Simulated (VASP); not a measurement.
Cost and result of VASP (PAW) for the bulk modulus of NaH (rock salt). Static lattice, third-order Birch-Murnaghan fit over five volumes. The cost counts the five points of the equation of state, each on the mesh and cut-off of its row, so the ratios hold those differences too. With PBE it took about 20 core-seconds. The timings are rough (shared machines, no repeats); factors under 2 mean little.

```csv
level,k-mesh,cut-off (eV),bulk modulus (GPa),cost over PBE
LDA,10×10×10,520,27.5,within a factor of 2
PBE,9×9×9,520,23.2,reference
PBE-D4,10×10×10,520,23.7,within a factor of 2
rev-vdW-DF2,9×9×9,520,23.5,about 5 times
optB88-vdW,10×10×10,520,24.0,about 5 times
r2SCAN,10×10×10,520,24.9,about 6 times
revTPSS,10×10×10,520,24.1,about 9 times
HSE06,8×8×8,520,24.0,…
```

Question: Fill in the missing entries.

Answer: 
- HSE06, cost over PBE: about 40 times

Left out are levels that failed, ran on another kind of processor or have no fit band path; at most nine are shown.

The compound is NaH in the rock salt structure.
